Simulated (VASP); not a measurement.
Here is the system:

```
CELL_PARAMETERS angstrom
      3.62254     0.00000     0.00000
     -1.81127     3.13721     0.00000
      0.00000     0.00000     5.96167
ATOMIC_POSITIONS crystal
  Be 0.33333 0.66667 0.00027
  Be 0.66667 0.33333 0.50027
  Se 0.33333 0.66667 0.37473
  Se 0.66667 0.33333 0.87473
```

All values below come from PBEsol GGA, VASP's PBE PAW potentials (set 64) (plane waves; VASP). Settings: 500 eV cut-off, 7×7×4 Γ-centred mesh, Gaussian smearing of 0.050 eV, potentials Be Se.

Question: Predict the energy per atom (σ→0).

Answer: 
| Quantity | Result |
|---|---|
| energy per atom (σ→0) | -4.719 eV/atom |

Only differences to runs with the same potentials and settings are physical.

The structure was generated: BeSe was put into the wurtzite type (P6_3mc), which need not be its known phase. It was relaxed first, which changed the volume by +9 %.
